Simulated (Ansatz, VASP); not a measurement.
# InSe2 in two plane-wave programs, part 2 of 3

Aim: how closely do two programs agree when they are given the same cell, functional and k mesh?  Valence electrons are named where the data sets of a main pair hold unlike numbers.

VASP 6.6.1 and Ansatz 0.2.0.

So far: The structure; Ansatz: single point, PBEsol.

## Step 3: VASP: single point, PBEsol

Level of this step: PBEsol; plane waves and PAW (Se, In) (VASP).

The same cell, functional, mesh and smearing now go to VASP, with its own data sets.

Lines of VASP's logs that name or quote its potential files are left out, and so is its time.

INCAR reads:

```
SYSTEM = InSe2
PREC = Normal
ENCUT = 350
EDIFF = 1E-06
NELM = 120
ISMEAR = 0
SIGMA = 0.05
LREAL = .FALSE.
ALGO = Normal
GGA = PS
NBANDS = 21
LORBIT = 11
LWAVE = .FALSE.
LCHARG = .FALSE.
KPAR = 4
IDIPOL = 3
LDIPOL = .TRUE.
DIPOL = 0.5 0.5 0.513
LVHAR = .TRUE.
LVACPOTAV = .TRUE.
```

POSCAR reads:

```
InSe2
1.0
    3.8948930000      0.0000000000      0.0000000000
    0.0000000000      3.8948930000      0.0000000000
    0.0000000000      0.0000000000     14.8006241759
Se In
4 2
Direct
    0.5000000000      0.5000000000      0.7297411276
    0.0000000000      0.0000000000      0.7297411276
    0.5000000000      0.0000000000      0.4915591926
    0.0000000000      0.5000000000      0.3175294789
    0.0000000000      0.5000000000      0.5388297977
    0.5000000000      0.0000000000      0.2702588724
```

KPOINTS reads:

```
Automatic mesh
0
Gamma
7 7 1
0 0 0
```

PAW data sets: Se and In (PBE family, release 64).

The run is started by

```sh
mpirun -np 4 vasp_std
```

Numbers of over 12 decimals in the logs are rounded to 6 here.

The log of the run:

```text
[banner, memory and clock lines left out]
running    4 mpi-ranks, on    1 nodes
 distrk:  each k-point on    1 cores,    4 groups
 distr:  one band on    1 cores,    1 groups

 POSCAR found type information on POSCAR SeIn
 POSCAR found :  2 types and       6 ions
|                                                                             |
|               ----> ADVICE to this user running VASP <----                  |
|                                                                             |
|     You enforced a specific xc type in the INCAR file but a different       |
|     [... a line on the potential file left out ...]
|     I HOPE YOU KNOW WHAT YOU ARE DOING!                                     |
|                                                                             |

 LDA part: xc-table for (Slater+PW92), standard interpolation
 POSCAR, INCAR and KPOINTS ok, starting setup
 FFT: planning ... GRIDC
 FFT: planning ... GRID_SOFT
 FFT: planning ... GRID
 WAVECAR not read
 entering main loop
       N       E                     dE             d eps       ncg     rms          rms(c)
DAV:   1     0.155908842011E+03    0.15591E+03   -0.87356E+03   420   0.821E+02
DAV:   2    -0.523890945086E+01   -0.16115E+03   -0.15632E+03   607   0.164E+02
DAV:   3    -0.222612672410E+02   -0.17022E+02   -0.16765E+02   521   0.603E+01
DAV:   4    -0.226745882873E+02   -0.41332E+00   -0.40958E+00   542   0.107E+01
DAV:   5    -0.226852331732E+02   -0.10645E-01   -0.10626E-01   561   0.153E+00    0.701E+00
DAV:   6    -0.223325750922E+02    0.35266E+00   -0.29810E+00   563   0.457E+00    0.423E+00
DAV:   7    -0.225980062707E+02   -0.26543E+00   -0.95445E+00   563   0.836E+00    0.323E+00
DAV:   8    -0.220985456375E+02    0.49946E+00   -0.13463E+00   527   0.457E+00    0.128E+00
DAV:   9    -0.220923508570E+02    0.61948E-02   -0.10041E+00   552   0.257E+00    0.750E-01
DAV:  10    -0.220762727643E+02    0.16078E-01   -0.73229E-01   500   0.190E+00    0.661E-01
DAV:  11    -0.220547416525E+02    0.21531E-01   -0.18926E-02   505   0.730E-01    0.301E-01
DAV:  12    -0.220550980571E+02   -0.35640E-03   -0.43696E-03   493   0.320E-01    0.235E-01
DAV:  13    -0.220572589421E+02   -0.21609E-02   -0.77034E-02   542   0.351E-01    0.363E-01
DAV:  14    -0.220547352458E+02    0.25237E-02   -0.59436E-04   510   0.136E-01    0.197E-01
DAV:  15    -0.220546408320E+02    0.94414E-04   -0.19778E-02   524   0.184E-01    0.124E-01
DAV:  16    -0.220556766344E+02   -0.10358E-02   -0.51661E-04   487   0.111E-01    0.214E-01
DAV:  17    -0.220552856670E+02    0.39097E-03   -0.91452E-05   450   0.535E-02    0.172E-01
DAV:  18    -0.220547007985E+02    0.58487E-03   -0.11706E-04   509   0.592E-02    0.808E-02
DAV:  19    -0.220545414263E+02    0.15937E-03   -0.12618E-04   595   0.562E-02    0.147E-02
DAV:  20    -0.220545655174E+02   -0.24091E-04   -0.34013E-05   505   0.262E-02    0.350E-02
DAV:  21    -0.220545518016E+02    0.13716E-04   -0.35422E-06   350   0.942E-03    0.248E-02
DAV:  22    -0.220545374040E+02    0.14398E-04   -0.88647E-06   430   0.124E-02    0.338E-03
DAV:  23    -0.220545373522E+02    0.51819E-07   -0.13570E-06   316   0.543E-03
|                                                                             |
|           W    W    AA    RRRRR   N    N  II  N    N   GGGG   !!!           |
|           W    W   A  A   R    R  NN   N  II  NN   N  G    G  !!!           |
|           W    W  A    A  R    R  N N  N  II  N N  N  G       !!!           |
|           W WW W  AAAAAA  RRRRR   N  N N  II  N  N N  G  GGG   !            |
|           WW  WW  A    A  R   R   N   NN  II  N   NN  G    G                |
|           W    W  A    A  R    R  N    N  II  N    N   GGGG   !!!           |
|                                                                             |
|     Did not find any points to average over, which means that no vacuum     |
|     field-free region was found. Please increase the size of  your cell     |
|     in the dimension of the dipole correction to obtain accurate            |
|     workfunction values.                                                    |
|                                                                             |

   1 F= -.22054537E+02 E0= -.22049417E+02  d E =-.102410E-01
|                                                                             |
|           W    W    AA    RRRRR   N    N  II  N    N   GGGG   !!!           |
|           W    W   A  A   R    R  NN   N  II  NN   N  G    G  !!!           |
|           W    W  A    A  R    R  N N  N  II  N N  N  G       !!!           |
|           W WW W  AAAAAA  RRRRR   N  N N  II  N  N N  G  GGG   !            |
|           WW  WW  A    A  R   R   N   NN  II  N   NN  G    G                |
|           W    W  A    A  R    R  N    N  II  N    N   GGGG   !!!           |
|                                                                             |
|     Did not find any points to average over, which means that no vacuum     |
|     field-free region was found. Please increase the size of  your cell     |
|     in the dimension of the dipole correction to obtain accurate            |
|     workfunction values.                                                    |
|                                                                             |
```

Parts of OUTCAR (step 3):

```text
ion  position               nearest neighbor table
   1  0.500  0.500  0.730-   2 2.75   2 2.75   2 2.75   2 2.75
   2  0.000  0.000  0.730-   1 2.75   1 2.75   1 2.75   1 2.75
   3  0.500  0.000  0.492-   5 2.84   5 2.84   5 2.84   5 2.84   6 3.28
   4  0.000  0.500  0.318-   6 2.84   6 2.84   6 2.84   6 2.84   5 3.28
   5  0.000  0.500  0.539-   3 2.84   3 2.84   3 2.84   3 2.84   4 3.28
   6  0.500  0.000  0.270-   4 2.84   4 2.84   4 2.84   4 2.84   3 3.28

  LATTYP: Found a simple tetragonal cell.
 ALAT       =     3.8948930000
 C/A-ratio  =     3.8000079016

 Subroutine GETGRP returns: Found  8 space group operations
 (whereof  4 operations were pure point group operations)

The static configuration has the point symmetry C_2v.
 The point group associated with its full space group is C_4v.

 Found     10 irreducible k-points:

   k-points           NKPTS =     10   k-points in BZ     NKDIM =     10   number of bands    NBANDS=     21

   dimension x,y,z NGX =    18 NGY =   18 NGZ =   70
   dimension x,y,z NGXF=    36 NGYF=   36 NGZF=  140

   ENCUT  =  350.0 eV  25.72 Ry    5.07 a.u.   5.94  5.94 22.58*2*pi/ulx,y,z

   NELECT =      30.0000    total number of electrons

 k-points in reciprocal lattice and weights: Automatic mesh
   0.00000000  0.00000000  0.00000000       0.020
   0.14285714  0.00000000  0.00000000       0.082
   0.28571429  0.00000000  0.00000000       0.082
   0.42857143  0.00000000  0.00000000       0.082
   0.14285714  0.14285714  0.00000000       0.082
   0.28571429  0.14285714  0.00000000       0.163
   0.42857143  0.14285714  0.00000000       0.163
   0.28571429  0.28571429  0.00000000       0.082
   0.42857143  0.28571429  0.00000000       0.163
   0.42857143  0.42857143  0.00000000       0.082

 dipolmoment           0.000000      0.000000      0.158453 electrons x Angstroem

 average (electrostatic) potential at core
       1 -57.5076       2 -57.5076       3 -56.9861       4 -57.1785       5 -41.3774
       6 -41.3975

 E-fermi :   1.1244

 k-point     1 :       0.0000    0.0000    0.0000
  band No.  band energies     occupation
    ...
     10      -1.4752      2.00000
     11      -1.4752      2.00000
     12      -0.9091      2.00000
     13      -0.7263      2.00000
     14      -0.7263      2.00000
     15       1.5422      0.00000
     16       1.6455      0.00000
     17       2.5877      0.00000
     18       4.0463      0.00000
     19       4.0463      0.00000
    ...

 k-point     2 :       0.1429    0.0000    0.0000
  band No.  band energies     occupation
    ...
     10      -1.9322      2.00000
     11      -1.3004      2.00000
     12      -0.8570      2.00000
     13      -0.5761      2.00000
     14       0.6571      2.00000
     15       1.3674      0.00000
     16       1.6878      0.00000
     17       2.7306      0.00000
     18       3.2133      0.00000
     19       3.3406      0.00000
    ...

 k-point     3 :       0.2857    0.0000    0.0000
  band No.  band energies     occupation
    ...
     10      -1.6966      2.00000
     11      -0.8291      2.00000
     12      -0.5095      2.00000
     13      -0.2160      2.00000
     14       0.5111      2.00000
     15       1.3393      0.00000
     16       1.6276      0.00000
     17       1.8039      0.00000
     18       2.1401      0.00000
     19       3.4072      0.00000
    ...

  Total       -3.4772543     -3.4772543     -2.4075400      0.0000000      0.0000000      0.0000000
  in kB      -24.8128098    -24.8128098    -17.1795984      0.0000000      0.0000000      0.0000000
  external PRESSURE =     -22.2684060 kB  Pullay stress =       0.0000000 kB

  energy-cutoff  :      350.00
  volume of cell :      224.53
      direct lattice vectors                 reciprocal lattice vectors
     3.894893000  0.000000000  0.000000000     0.256746463  0.000000000  0.000000000
     0.000000000  3.894893000  0.000000000     0.000000000  0.256746463  0.000000000
     0.000000000  0.000000000 14.800624176     0.000000000  0.000000000  0.067564718

 POSITION                                       TOTAL-FORCE (eV/Angst)
 -----------------------------------------------------------------------------------
      1.94745      1.94745     10.80062         0.000000      0.000000     -0.155654
      0.00000      0.00000     10.80062         0.000000      0.000000     -0.155654
      1.94745      0.00000      7.27538         0.000000      0.000000     -0.186259
      0.00000      1.94745      4.69963         0.000000      0.000000     -0.518550
      0.00000      1.94745      7.97502         0.000000      0.000000      0.180992
      1.94745      0.00000      4.00000         0.000000      0.000000      0.835126
 -----------------------------------------------------------------------------------
    total drift:                                0.000000      0.000000      0.003431

  FREE ENERGIE OF THE ION-ELECTRON SYSTEM (eV)
  ---------------------------------------------------
  free  energy   TOTEN  =       -22.0545373522 eV

  energy  without entropy=      -22.0442963482  energy(sigma->0) =      -22.04941685

 total charge
# of ion       s       p       d       tot
------------------------------------------
    1        1.523   2.089   0.041   3.653
    2        1.523   2.089   0.041   3.653
    3        1.482   2.271   0.023   3.776
    4        1.486   2.264   0.023   3.774
    5        1.241   0.837   0.167   2.246
    6        1.327   0.817   0.141   2.286
--------------------------------------------------
tot          8.582  10.368   0.436  19.387

[... 3 further parts left out ...]
```

The PAW data sets were made with PBE, which is usual practice but a small mismatch for other functionals. The data set In keeps the semicore shell frozen, which is cheaper and a little less accurate.

## Step 4: Differences

Known differences besides the potentials themselves: the data sets hold 90 valence electrons in Ansatz (on its default PAW (the set named soft_2) files) and 30 in VASP; the cutoff is 420 eV in Ansatz and 350 eV in VASP (PREC = Normal); Ansatz makes its cores anew for this functional, VASP keeps those of its PBE data sets; VASP leaves aspherical gradient terms in its spheres out (LASPH is not set), Ansatz keeps them. Total energies have different zeros and are not compared.

Compared:

```
                                   quantity  Ansatz  VASP  difference
 work function, lower of the two faces (eV)    3.60  3.53       +0.07
work function, higher of the two faces (eV)    5.47  5.41       +0.06
```

Forces (eV/Å; atoms numbered as in POSCAR):

| atom | Ansatz x, y, z | VASP x, y, z |
| --- | --- | --- |
| Se1 | 0.000, 0.000, -0.145 | 0.000, 0.000, -0.156 |
| Se2 | 0.000, 0.000, -0.145 | 0.000, 0.000, -0.156 |
| Se3 | 0.000, 0.000, -0.154 | 0.000, 0.000, -0.186 |
| Se4 | 0.000, 0.000, -0.545 | 0.000, 0.000, -0.519 |
| In5 | 0.000, 0.000, 0.143 | 0.000, 0.000, 0.181 |
| In6 | 0.000, 0.000, 0.850 | 0.000, 0.000, 0.835 |

The forces differ by 14 meV/Å r.m.s., which is 5.8 % of the r.m.s. force of 0.245 eV/Å (both taken over all components). VASP's log warns that it found no field-free region in the vacuum, so its work functions are uncertain. With vacuum in the cell, a pressure given here is an average over mostly empty space and none of the material.

## Step 5: Further runs

Further runs change the set-up of one program: Ansatz's method, potentials or start, or VASP's data sets, cutoff or form of LDA. The table gives Ansatz less VASP for each quantity, since a change that brings one quantity closer may part another.

```csv
run,r.m.s. force difference (meV/Å),"work function, lower of the two faces (eV)","work function, higher of the two faces (eV)"
as above,14,0.069,0.064
cores kept as stored,14,0.069,0.063
Ansatz's larger PAW set (cutoff 620 eV),14,0.073,0.060
norm-conserving potentials (cutoff 1170 eV),13,0.064,0.071
```

## Step 6: VASP: single point, PBE

A single point gives forces, pressure and levels at one fixed geometry, so differences don't come from the geometry; what else differs is listed under the comparison.

Changes to INCAR since step 3:

```diff
@@ -9,3 +9,3 @@
 ALGO = Normal
-GGA = PS
+GGA = PE
 NBANDS = 21
@@ -17,3 +17,3 @@
 LDIPOL = .TRUE.
-DIPOL = 0.5 0.5 0.513
+DIPOL = 0.5 0.5 0.509
 LVHAR = .TRUE.
```

POSCAR reads:

```
InSe2
1.0
    3.8948930000      0.0000000000      0.0000000000
    0.0000000000      3.8948930000      0.0000000000
    0.0000000000      0.0000000000     21.8006241621
Se In
4 2
Direct
    0.5000000000      0.5000000000      0.6559731530
    0.0000000000      0.0000000000      0.6559731530
    0.5000000000      0.0000000000      0.4942694660
    0.0000000000      0.5000000000      0.3761192530
    0.0000000000      0.5000000000      0.5263618710
    0.5000000000      0.0000000000      0.3440268470
```

KPOINTS is that of step 3.

The run is started by

```sh
mpirun -np 4 vasp_std
```

The log of the run:

```text
[banner, memory and clock lines left out]
running    4 mpi-ranks, on    1 nodes
[...]
LDA part: xc-table for (Slater+PW92), standard interpolation
 POSCAR, INCAR and KPOINTS ok, starting setup
[...]
entering main loop
       N       E                     dE             d eps       ncg     rms          rms(c)
DAV:   1     0.176848672375E+03    0.17685E+03   -0.80599E+03   428   0.770E+02
DAV:   2     0.255224884999E+01   -0.17430E+03   -0.16932E+03   636   0.162E+02
DAV:   3    -0.199143258136E+02   -0.22467E+02   -0.22150E+02   508   0.659E+01
DAV:   4    -0.205934526337E+02   -0.67913E+00   -0.67115E+00   540   0.132E+01
[...]
DAV:  22    -0.199097506979E+02   -0.35568E-04   -0.42898E-06   478   0.635E-03    0.735E-03
DAV:  23    -0.199097687496E+02   -0.18052E-04   -0.13102E-05   443   0.112E-02    0.130E-02
DAV:  24    -0.199097680190E+02    0.73058E-06   -0.26947E-06   384   0.601E-03
 [... a notice as in an earlier step ...]

   1 F= -.19909768E+02 E0= -.19904313E+02  d E =-.109099E-01
```

From OUTCAR (step 6):

```text
  Total       -0.4923347     -0.4923347     -0.6978487      0.0000000      0.0000000      0.0000000
  in kB       -2.3851245     -2.3851245     -3.3807409      0.0000000      0.0000000      0.0000000
  external PRESSURE =      -2.7169967 kB  Pullay stress =       0.0000000 kB

 POSITION                                       TOTAL-FORCE (eV/Angst)
 -----------------------------------------------------------------------------------
      1.94745      1.94745     14.30062         0.000000      0.000000     -0.034691
      0.00000      0.00000     14.30062         0.000000      0.000000     -0.034691
      1.94745      0.00000     10.77538         0.000000      0.000000     -0.204071
      0.00000      1.94745      8.19963         0.000000      0.000000     -0.556592
      0.00000      1.94745     11.47502         0.000000      0.000000      0.208932
      1.94745      0.00000      7.50000         0.000000      0.000000      0.621113
 -----------------------------------------------------------------------------------
    total drift:                               -0.000000      0.000000      0.000496

  FREE ENERGIE OF THE ION-ELECTRON SYSTEM (eV)
  ---------------------------------------------------
  free  energy   TOTEN  =       -19.9097680190 eV

  energy  without entropy=      -19.8988581537  energy(sigma->0) =      -19.90431309

[... 1 part as in an earlier step ...]

[... 2 further parts left out ...]
[key lines of the parts left out:]
E-fermi :  -0.5940
```

## Step 7: Ansatz: single point, PBE

The same cell, functional, mesh and smearing now go to Ansatz, which takes its cutoff from its data sets.

input.yaml reads:

```yaml
crystal:
  lattice:
    - [3.894893, 0.0, 0.0]
    - [0.0, 3.894893, 0.0]
    - [0.0, 0.0, 21.8006241621]
  atoms:
    - { symbol: Se, position: [0.5, 0.5, 0.655973153] }
    - { symbol: Se, position: [0.0, 0.0, 0.655973153] }
    - { symbol: Se, position: [0.5, 0.0, 0.494269466] }
    - { symbol: Se, position: [0.0, 0.5, 0.376119253] }
    - { symbol: In, position: [0.0, 0.5, 0.526361871] }
    - { symbol: In, position: [0.5, 0.0, 0.344026847] }
hamiltonian:
  xc: pbe
  pseudopotentials: { kind: paw }
kpoints:
  mp_grid: { grid: [7, 7, 1] }
scf:
  occupations: { method: gaussian, width: 0.05 }
  n_extra_bands: 5
efield:
  axis: 3
  dipole_correction: true
  ramp_width: 0.04
output:
  forces: true
  eigenvalues: true
```

The run is started by

```sh
ansatz run input.yaml --threads 4 --pin off --max-ram 9216MiB --backend cpu --events-out ev --progress --plain --runs-dir out
```

The log of the run:

```text
[...]
Crystal: 6 atoms, lattice volume = 330.720 Å³
Basis set: ecut = 420 eV, 6529 PW (Γ), exchange–correlation on 54×54×300 points (8 copies of the dense FFT grid, shifted against one another)
Bands: 50, of which v1, the nominal top of the filled ones, is band 45 counted from 1 (44 counted from 0)
Symmetry: 8 space group operations
[...]
k-point 0: bands = [... 41 lower, -0.3635, -0.2215, -0.2215, 2.0604, 2.1307, 3.0367, 4.5556, 4.5556, ... 1 higher]
  k-point 1: bands = [... 41 lower, -0.3471, -0.0693, 1.1817, 1.8568, 2.1980, 3.2092, 3.7241, 3.8569, ... 1 higher]
  k-point 2: bands = [... 41 lower, -0.0055, 0.2937, 1.0157, 1.8434, 2.1398, 2.3308, 2.6708, 3.9309, ... 1 higher]
  k-point 9: bands = [... 41 lower, -1.0263, -0.2548, 0.2362, 0.2756, 0.3343, 4.3769, 4.7874, 5.4451, ... 1 higher]
[key lines of the parts left out:]
SCF converged after 15 iterations
Free energy (F): -33072.732173 eV
Fermi energy:    1.632931 eV
Dipole field:    D = -0.086632 V/Å  (p = -0.158335 e·Å, saw-weighted, corrected)
Work function:   Φ+ = 5.4113 eV   Φ− = 3.5226 eV
```

Run time: 4.7 s. Hardware: 4 threads of Arm Neoverse V2, shared host; peak memory 0.69 GiB; 18 s of CPU time.

## Step 8: Comparison

What differs besides the data sets and the points named for the pairs above, as far as they apply: the data sets hold 90 valence electrons in Ansatz (on its default PAW (the set named soft_2) files) and 30 in VASP. Total energies have different zeros and are not compared.

Both answers:

| quantity | Ansatz | VASP | difference |
| --- | --- | --- | --- |
| work function, lower of the two faces (eV) | 3.52 | 3.51 | +0.02 |
| work function, higher of the two faces (eV) | 5.41 | 5.41 | 0.00 |

Forces (eV/Å; atoms numbered as in POSCAR):

| atom | Ansatz x, y, z | VASP x, y, z |
| --- | --- | --- |
| Se1 | 0.000, 0.000, -0.023 | 0.000, 0.000, -0.035 |
| Se2 | 0.000, 0.000, -0.023 | 0.000, 0.000, -0.035 |
| Se3 | 0.000, 0.000, -0.184 | 0.000, 0.000, -0.204 |
| Se4 | 0.000, 0.000, -0.576 | 0.000, 0.000, -0.557 |
| In5 | 0.000, 0.000, 0.183 | 0.000, 0.000, 0.209 |
| In6 | 0.000, 0.000, 0.624 | 0.000, 0.000, 0.621 |

The forces differ by 9.8 meV/Å r.m.s., which is 4.7 % of the r.m.s. force of 0.209 eV/Å (both taken over all components). VASP's log warns that it found no field-free region in the vacuum, so its work functions are uncertain. With vacuum in the cell, a pressure given here is an average over mostly empty space and none of the material.

(Continued in part 3 of 3.)

[Lines on the potential files, build, host, timing and source positions are cut from VASP's logs without a mark.]

[Logs are printed without paths, hosts, clocks, repeated set-up lines and the standing remarks that a program may print on its own settings, such as how far it seeks lower states.]

[Hosts, paths, dates, database ids (printed as entryN), source tags and the programs' standing remarks are cut or masked in the printed files.]
